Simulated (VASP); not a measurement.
## V2O5 with rev-vdW-DF2 + U: from relaxation to properties

Aim: relax V2O5 with rev-vdW-DF2 + U, compute its properties on that cell and hold them against experiment. The steps: full relaxation (rev-vdW-DF2 + U), density, ELF and potential (rev-vdW-DF2 + U), band structure (rev-vdW-DF2 + U), total and projected DOS (rev-vdW-DF2 + U), zone-centre phonons (rev-vdW-DF2 + U), optical spectrum (rev-vdW-DF2 + U), core levels (rev-vdW-DF2 + U) and a single point (rev-vdW-DF2 + U), changed input. The start is a cell from a database of measured crystal structures.

Method: rev-vdW-DF2, DFT+U (V d 4 eV), spin-polarised from a ferromagnetic start; plane waves and PAW (V_sv, O), in VASP 6.6.1.

## Step 1: The structure

Before any relaxation, the start is as follows. Symmetry: Pmmn, No. 59, orthorhombic system. Conventional cell: a = 3.564 Å, b = 11.512 Å, c = 4.368 Å, α = 90.00°, β = 90.00°, γ = 90.00°. V has 5 O at 1.58 to 2.02 Å nearest. Nearest to O lie 1 V at 1.58 Å. Nearest to O lie 3 V at 1.88 to 2.02 Å. Nearest to O lie 2 V at 1.78 Å. Farther neighbours and most contacts between anions are not listed.

Coordinates:

```xyz
14
Lattice="3.5640 0.0000 0.0000 0.0000 11.5120 0.0000 0.0000 0.0000 4.3680" Properties=species:S:1:pos:R:3 pbc="T T T"
V     0.0000    9.7988    0.4731
V     0.0000    1.7132    0.4731
V     1.7820    4.0428    3.8949
V     1.7820    7.4692    3.8949
O     0.0000    9.8347    2.0486
O     0.0000    1.6773    2.0486
O     1.7820    4.0787    2.3194
O     1.7820    7.4333    2.3194
O     0.0000    7.8408    4.3549
O     0.0000    3.6712    4.3549
O     1.7820    2.0848    0.0131
O     1.7820    9.4272    0.0131
O     0.0000    0.0000    4.3636
O     1.7820    5.7560    0.0044
```

## Step 2: Full relaxation (rev-vdW-DF2 + U)

The start need not lie at this functional's minimum. ISIF = 3 frees volume, shape and positions, and EDIFFG sets the threshold on forces and stress at which the search stops. rev-vdW-DF2 revises the exchange of vdW-DF2 for solids. LUSE_VDW switches on a nonlocal correlation term for dispersion. A Hubbard U penalises fractional filling of the localised shell, which semilocal functionals favour.

INCAR reads:

```
SYSTEM = V2O5
PREC = Accurate
ENCUT = 520
EDIFF = 1E-06
NELM = 100
ISMEAR = 0
SIGMA = 0.05
LREAL = .FALSE.
ALGO = Normal
GGA = MK
AGGAC = 0
LUSE_VDW = .TRUE.
PARAM1 = 0.1234
PARAM2 = 0.711357
ZAB_VDW = -1.8867
LASPH = .TRUE.
NBANDS = 82
ISPIN = 2
MAGMOM = 2 2 2 2 0 0 0 0 0 0 0 0 0 0
LDAU = .TRUE.
LDAUTYPE = 2
LDAUL = 2 -1
LDAUU = 4 0
LDAUJ = 0 0
LDAUPRINT = 1
LMAXMIX = 4
LORBIT = 11
LWAVE = .FALSE.
LCHARG = .FALSE.
KPAR = 4
NCORE = 2
IBRION = 2
NSW = 60
ISIF = 3
EDIFFG = -0.01
```

POSCAR reads:

```
V2O5
1.0
    3.5640000000      0.0000000000      0.0000000000
    0.0000000000     11.5120000000      0.0000000000
    0.0000000000      0.0000000000      4.3680000000
V O
4 10
Direct
    0.0000000000      0.8511800000      0.1083000000
    0.0000000000      0.1488200000      0.1083000000
    0.5000000000      0.3511800000      0.8917000000
    0.5000000000      0.6488200000      0.8917000000
    0.0000000000      0.8543000000      0.4690000000
    0.0000000000      0.1457000000      0.4690000000
    0.5000000000      0.3543000000      0.5310000000
    0.5000000000      0.6457000000      0.5310000000
    0.0000000000      0.6811000000      0.9970000000
    0.0000000000      0.3189000000      0.9970000000
    0.5000000000      0.1811000000      0.0030000000
    0.5000000000      0.8189000000      0.0030000000
    0.0000000000      0.0000000000      0.9990000000
    0.5000000000      0.5000000000      0.0010000000
```

KPOINTS reads:

```
Automatic mesh
0
Gamma
6 2 5
0 0 0
```

PAW data sets: V_sv and O (PBE family, release 64).

Launch:

```
$ mpirun -np 8 vasp_std
```

Output:

```text
[banner, memory and clock lines left out]
running    8 mpi-ranks, on    1 nodes
 distrk:  each k-point on    2 cores,    4 groups
 distr:  one band on    2 cores,    1 groups

 POSCAR found type information on POSCAR V O
 POSCAR found :  2 types and      14 ions
|                                                                             |
|               ----> ADVICE to this user running VASP <----                  |
|                                                                             |
|     You have switched on vdW-DFT.                                           |
|     This routine was written and supplied by Jiri Klimes. We recommend      |
|     that you carefully read and cite the following publications:            |
|       J. Klimes, D.R. Bowler, A. Michelides                                 |
|          J. Phys.: Cond Matt. 22 022201 (2010)                              |
|       J. Klimes, D.R. Bowler, A. Michelides                                 |
|          Phys. Rev. B. 83, 195131 (2011)                                    |
|     and references therein.                                                 |
|                                                                             |

|                                                                             |
|               ----> ADVICE to this user running VASP <----                  |
|                                                                             |
|     You enforced a specific xc type in the INCAR file but a different       |
|     [... a line on the potential file left out ...]
|     I HOPE YOU KNOW WHAT YOU ARE DOING!                                     |
|                                                                             |

 LDA part: xc-table for (Slater+PW92), standard interpolation
 POSCAR, INCAR and KPOINTS ok, starting setup
 FFT: planning ... GRIDC
 FFT: planning ... GRID_SOFT
 FFT: planning ... GRID
 WAVECAR not read
 entering main loop
       N       E                     dE             d eps       ncg     rms          rms(c)
DAV:   1     0.149178712274E+04    0.14918E+04   -0.62661E+04  8016   0.142E+03
DAV:   2     0.180132236514E+02   -0.14738E+04   -0.13721E+04  8360   0.450E+02
DAV:   3    -0.117852118069E+03   -0.13587E+03   -0.13371E+03  8562   0.151E+02
DAV:   4    -0.120475533492E+03   -0.26234E+01   -0.26173E+01  8758   0.224E+01
DAV:   5    -0.120503189462E+03   -0.27656E-01   -0.27645E-01  8834   0.237E+00    0.986E+01
DAV:   6    -0.978635494751E+02    0.22640E+02   -0.17042E+02  9014   0.975E+01    0.610E+01
DAV:   7    -0.992554574114E+02   -0.13919E+01   -0.20937E+02  8410   0.121E+02    0.567E+01
DAV:   8    -0.867227974735E+02    0.12533E+02   -0.23196E+01  8166   0.243E+01    0.309E+01
DAV:   9    -0.772124159029E+02    0.95104E+01   -0.63718E+00 10316   0.214E+01    0.833E+00
DAV:  10    -0.767036516969E+02    0.50876E+00   -0.15496E+00  8304   0.630E+00    0.451E+00
DAV:  11    -0.766054654256E+02    0.98186E-01   -0.67168E-02  9256   0.159E+00    0.348E+00
DAV:  12    -0.767024758523E+02   -0.97010E-01   -0.10064E+00  8376   0.713E+00    0.504E+00
DAV:  13    -0.766034404031E+02    0.99035E-01   -0.14187E-01  8326   0.328E+00    0.113E+00
DAV:  14    -0.765960790168E+02    0.73614E-02   -0.43716E-02  8596   0.955E-01    0.115E+00
DAV:  15    -0.765884772095E+02    0.76018E-02   -0.11345E-02  8222   0.744E-01    0.484E-01
DAV:  16    -0.765853031316E+02    0.31741E-02   -0.18419E-03  9848   0.400E-01    0.151E-01
DAV:  17    -0.765855341881E+02   -0.23106E-03   -0.14305E-03 10644   0.271E-01    0.238E-01
DAV:  18    -0.765852138371E+02    0.32035E-03   -0.53670E-04  8406   0.191E-01    0.284E-02
DAV:  19    -0.765852287915E+02   -0.14954E-04   -0.48380E-05  8048   0.281E-02    0.292E-02
DAV:  20    -0.765852215239E+02    0.72676E-05   -0.98856E-06  8592   0.210E-02    0.157E-02
DAV:  21    -0.765852188199E+02    0.27041E-05   -0.12956E-06  5984   0.117E-02    0.567E-03
DAV:  22    -0.765852187088E+02    0.11110E-06   -0.89380E-07  4694   0.720E-03
   1 F= -.76585219E+02 E0= -.76585219E+02  d E =-.765852E+02  mag=    -0.0000
 curvature:   0.00 expect dE= 0.000E+00 dE for cont linesearch  0.000E+00
 trial: gam= 0.00000 g(F)=  0.736E+00 g(S)=  0.634E+00 ort = 0.000E+00 (trialstep = 0.100E+01)
 search vector abs. value=  0.137E+01
 bond charge predicted
       N       E                     dE             d eps       ncg     rms          rms(c)
DAV:   1    -0.791997929585E+02   -0.26146E+01   -0.33639E+02  7920   0.129E+02    0.359E+01
DAV:   2    -0.902579871729E+02   -0.11058E+02   -0.46339E+01  8144   0.595E+01    0.292E+01
DAV:   3    -0.750942928893E+02    0.15164E+02   -0.12177E+01  8432   0.331E+01    0.172E+01
DAV:   4    -0.768022466209E+02   -0.17080E+01   -0.72473E+00  8590   0.112E+01    0.166E+01
DAV:   5    -0.753146927867E+02    0.14876E+01   -0.28108E+00  9896   0.133E+01    0.532E+00
DAV:   6    -0.750810146911E+02    0.23368E+00   -0.10636E+00  8282   0.406E+00    0.473E+00
DAV:   7    -0.748826621907E+02    0.19835E+00   -0.20248E-01  9990   0.335E+00    0.190E+00
DAV:   8    -0.748906742765E+02   -0.80121E-02   -0.58716E-02  8168   0.129E+00    0.986E-01
DAV:   9    -0.748877722497E+02    0.29020E-02   -0.59544E-03  8462   0.326E-01    0.690E-01
DAV:  10    -0.748830267842E+02    0.47455E-02   -0.21797E-03 10408   0.294E-01    0.253E-01
DAV:  11    -0.748824318000E+02    0.59498E-03   -0.10163E-03  8860   0.184E-01    0.512E-02
DAV:  12    -0.748824335787E+02   -0.17786E-05   -0.81464E-05  9440   0.635E-02    0.264E-02
DAV:  13    -0.748824366721E+02   -0.30935E-05   -0.30699E-05  8372   0.398E-02    0.183E-02
DAV:  14    -0.748824338102E+02    0.28619E-05   -0.30996E-06  7300   0.155E-02    0.539E-03
DAV:  15    -0.748824337128E+02    0.97425E-07   -0.73041E-07  4538   0.425E-03
   2 F= -.74882434E+02 E0= -.74882434E+02  d E =0.170278E+01  mag=    -0.0000
[... from here on, the cycles between the ionic steps are left out ...]
   3 F= -.76703207E+02 E0= -.76703207E+02  d E =-.117988E+00  mag=     0.0000
   4 F= -.76704481E+02 E0= -.76704481E+02  d E =-.119263E+00  mag=     0.0000
   5 F= -.76700843E+02 E0= -.76700843E+02  d E =0.363870E-02  mag=     0.0000
   6 F= -.76740630E+02 E0= -.76740630E+02  d E =-.361490E-01  mag=    -0.0000
   7 F= -.76739997E+02 E0= -.76739997E+02  d E =0.633902E-03  mag=     0.0000
   8 F= -.76742028E+02 E0= -.76742028E+02  d E =-.139780E-02  mag=    -0.0000
   9 F= -.76743196E+02 E0= -.76743196E+02  d E =-.116743E-02  mag=     0.0000
  10 F= -.76743295E+02 E0= -.76743295E+02  d E =-.126722E-02  mag=    -0.0000
  11 F= -.76744964E+02 E0= -.76744964E+02  d E =-.166850E-02  mag=     0.0000
  12 F= -.76746116E+02 E0= -.76746116E+02  d E =-.282024E-02  mag=     0.0000
  13 F= -.76748194E+02 E0= -.76748194E+02  d E =-.207780E-02  mag=     0.0000
  14 F= -.76752676E+02 E0= -.76752676E+02  d E =-.656027E-02  mag=    -0.0000
  15 F= -.76753362E+02 E0= -.76753362E+02  d E =-.724588E-02  mag=    -0.0000
  16 F= -.76754435E+02 E0= -.76754435E+02  d E =-.831920E-02  mag=     0.0000
  17 F= -.76750654E+02 E0= -.76750654E+02  d E =0.378137E-02  mag=    -0.0000
  18 F= -.76754862E+02 E0= -.76754862E+02  d E =-.427010E-03  mag=    -0.0000
  19 F= -.76755663E+02 E0= -.76755663E+02  d E =-.801037E-03  mag=    -0.0000
  20 F= -.76756224E+02 E0= -.76756224E+02  d E =-.136224E-02  mag=    -0.0000
  21 F= -.76756802E+02 E0= -.76756802E+02  d E =-.577923E-03  mag=     0.0000
  22 F= -.76756877E+02 E0= -.76756877E+02  d E =-.652777E-03  mag=     0.0000
  23 F= -.76756885E+02 E0= -.76756885E+02  d E =-.660429E-03  mag=     0.0000
  24 F= -.76756885E+02 E0= -.76756885E+02  d E =-.716318E-07  mag=     0.0000
  25 F= -.76756946E+02 E0= -.76756946E+02  d E =-.615453E-04  mag=     0.0000
  26 F= -.76757014E+02 E0= -.76757014E+02  d E =-.674275E-04  mag=    -0.0000
  27 F= -.76757067E+02 E0= -.76757067E+02  d E =-.120589E-03  mag=     0.0000
  28 F= -.76757087E+02 E0= -.76757087E+02  d E =-.204680E-04  mag=     0.0000
  29 F= -.76757140E+02 E0= -.76757140E+02  d E =-.736884E-04  mag=    -0.0000
  30 F= -.76757210E+02 E0= -.76757210E+02  d E =-.143597E-03  mag=    -0.0000
  31 F= -.76757204E+02 E0= -.76757204E+02  d E =-.137622E-03  mag=    -0.0000
  32 F= -.76757232E+02 E0= -.76757232E+02  d E =-.164942E-03  mag=     0.0000
  33 F= -.76757287E+02 E0= -.76757287E+02  d E =-.548433E-04  mag=     0.0000
  34 F= -.76757307E+02 E0= -.76757307E+02  d E =-.751121E-04  mag=    -0.0000
 curvature:  -0.36 expect dE=-0.277E-04 dE for cont linesearch -0.274E-07
 trial: gam= 0.21492 g(F)=  0.259E-04 g(S)=  0.506E-04 ort =-0.699E-05 (trialstep = 0.237E+00)
 search vector abs. value=  0.103E-03
 bond charge predicted
       N       E                     dE             d eps       ncg     rms          rms(c)
DAV:   1    -0.767573314940E+02   -0.24510E-04   -0.13264E-03  8188   0.240E-01    0.714E-02
DAV:   2    -0.767573301631E+02    0.13309E-05   -0.10052E-04  7972   0.817E-02    0.405E-02
DAV:   3    -0.767573198181E+02    0.10345E-04   -0.45598E-05  8512   0.640E-02    0.448E-02
DAV:   4    -0.767573116046E+02    0.82135E-05   -0.19816E-05  8040   0.328E-02    0.509E-03
DAV:   5    -0.767573111988E+02    0.40584E-06   -0.15768E-06  4964   0.608E-03
  35 F= -.76757311E+02 E0= -.76757311E+02  d E =-.440199E-05  mag=    -0.0000
 trial-energy change:   -0.000004  1 .order   -0.000009   -0.000018    0.000001
 step:   0.1567(harm=  0.2284)  dis= 0.00008  next Energy=   -76.757311 (dE=-0.468E-05)
 reached required accuracy - stopping structural energy minimisation
```

Run time: 44 min. Hardware: 8 MPI ranks of Intel Xeon 6975P-C (Granite Rapids), shared host; peak memory 5.1 GiB.

The logs omit lines about the potential files and the build; timing stands in the text.

[end of part 1 of 8]

[Lines on the potential files, build, host, timing and source positions are cut from VASP's logs without a mark.]

[Logs are printed without paths, hosts, clocks, repeated set-up lines and the standing remarks that a program may print on its own settings, such as how far it seeks lower states.]

[Hosts, paths, dates, database ids (printed as entryN), source tags and the programs' standing remarks are cut or masked in the printed files.]

[Measured values are set beside computed ones only where the two were judged alike; some that the calculation misses by far are left out.]

[In band tables of VASP the shares of atoms and orbitals are scaled to a sum of 1 inside the atoms' spheres.]
